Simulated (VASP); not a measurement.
An input for Quantum ESPRESSO's pw.x (written as the equivalent of a VASP run, and not itself run):

```
&CONTROL
  calculation = 'vc-relax'
  pseudo_dir = './pseudo'
  outdir = './out'
  tprnfor = .true.
  tstress = .true.
  nstep = 60
  forc_conv_thr = 0.00039
/
&SYSTEM
  ibrav = 0
  nat = 2
  ntyp = 2
  ecutwfc = 56.6
  occupations = 'smearing'
  smearing = 'gaussian'
  degauss = 0.003675
  input_dft = 'pbe'
/
&ELECTRONS
  conv_thr = 7.3e-08
  electron_maxstep = 100
/
&IONS
/
&CELL
/
ATOMIC_SPECIES
  Ba 137.327 Ba.upf
  S 32.060 S.upf
CELL_PARAMETERS angstrom
     0.0000000    3.1950000    3.1950000
     3.1950000    0.0000000    3.1950000
     3.1950000    3.1950000    0.0000000
ATOMIC_POSITIONS crystal
  Ba   0.0000000  0.0000000  0.0000000
  S    0.5000000  0.5000000  0.5000000
K_POINTS automatic
  7 7 7 0 0 0
```

Problem. Write the VASP files for the same calculation (PBE).

Solution. One answer among several that fit: 
### KPOINTS
```
Automatic mesh
0
Gamma
7 7 7
0 0 0
```

**INCAR**
```
NSW=60   ! most ionic steps
LMAXMIX=4   ! l cut-off of mixed one-centre charges
EDIFFG=-0.01   ! ionic stop
EDIFF=1E-6   ! SCF stop (eV)
SYSTEM=BaS
ISMEAR=0
IBRION=2   ! conjugate gradients
LASPH=.True.
SIGMA=0.05
NELM=100   ! most electronic steps
PREC=Accurate
ENCUT=520   ! plane-wave cut-off (eV)
GGA=PE   ! PBE
ALGO=Normal   ! blocked Davidson
LCHARG=.False.
LREAL=.False.   ! projection in real space or not
ISIF=3
LWAVE=.False.
```

File POSCAR:
```
BaS
1
    0.0000000000     3.1950000000     3.1950000000
    3.1950000000     0.0000000000     3.1950000000
    3.1950000000     3.1950000000     0.0000000000
Ba S
1 1
Direct
  0.0000000000   0.0000000000   0.0000000000
  0.5000000000   0.5000000000   0.5000000000
```

POTCAR, in this order: Ba_sv S (PBE.64 set). Program: vasp_std.

The two are equivalent in intent, not identical: the potentials are each code's own (VASP's PAW set, PseudoDojo norm-conserving files in pw.x), so ENCUT and ecutwfc are chosen apart and not converted; conv_thr bounds pw.x's estimated SCF error, while EDIFF bounds the energy change between steps; forc_conv_thr acts on force components and is met together with etot_conv_thr.

The compound is BaS in the rock salt structure. This run relaxes it. Symmetry was kept, so distortions that lower it aren't found.
